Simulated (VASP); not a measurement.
The system is TiSi2 (Zhiqinite).

```
Ti Si
1.0
     0.00000    4.11800    4.26150
     2.38650    0.00000    4.26150
     2.38650    4.11800    0.00000
Ti Si
2 4
Direct
  0.75000 0.75000 0.75000
  0.50000 0.50000 0.50000
  0.08300 0.41700 0.08300
  0.41700 0.08300 0.41700
  0.16700 0.83300 0.16700
  0.83300 0.16700 0.83300
```

| Item | Value |
| --- | --- |
| Program | VASP 6.6.1 |
| Task | relaxation of cell and atoms |
| Functional | PBE |
| Potentials or basis | VASP PAW PBE potentials, release 64 (Ti, Si) |
| Cutoff | 300 eV |
| k mesh | 5 × 5 × 5 |
| Occupations | methfessel-paxton, width 0.1 eV |
| Spin | no spin polarisation |

At the start: pressure 2.0 GPa; volume 13.96 Å³/atom.

Q: Where does the relaxation end?

A: Over 8 steps the energy falls by 5.3 meV/atom and the volume is 14.12 Å³/atom (+1.2 %); space group Fddd (No. 70, to 0.05 Å).

The path:
| step | energy change (eV) | largest force (eV/Å) | pressure (GPa) | volume (Å³) |
| --- | --- | --- | --- | --- |
| 1 | 0.0000 | 0.2686 | 1.96 | 83.76 |
| 2 | -0.0110 | 0.1838 | -1.99 | 85.84 |
| 3 | -0.0153 | 0.2102 | -0.66 | 85.11 |
| 4 | -0.0245 | 0.1334 | -0.34 | 84.92 |
| 5 | -0.0300 | 0.0191 | 0.19 | 84.65 |
| 6 | -0.0315 | 0.0089 | -0.11 | 84.83 |
| 7 | -0.0315 | 0.0103 | -0.08 | 84.81 |
| 8 | -0.0315 | 0.0057 | 0.05 | 84.73 |

Final structure:
```cif
data_structure
_symmetry_space_group_name_H-M 'P 1'
_symmetry_Int_Tables_number 1
_cell_length_a 5.9564
_cell_length_b 4.9195
_cell_length_c 4.7649
_cell_angle_alpha 75.892
_cell_angle_beta 53.227
_cell_angle_gamma 50.881
_cell_volume 84.73
loop_
_atom_site_label
_atom_site_type_symbol
_atom_site_fract_x
_atom_site_fract_y
_atom_site_fract_z
_atom_site_occupancy
Ti1 Ti 0.75000 0.75000 0.75000 1
Ti2 Ti 0.50000 0.50000 0.50000 1
Si1 Si 0.08846 0.41154 0.08846 1
Si2 Si 0.41154 0.08846 0.41154 1
Si3 Si 0.16154 0.83846 0.16154 1
Si4 Si 0.83846 0.16154 0.83846 1
```

Caveat: the cutoff is under 1.25 times the usual one of these potentials, so pressure, stress and relaxed cells hold a basis-set (Pulay) error.
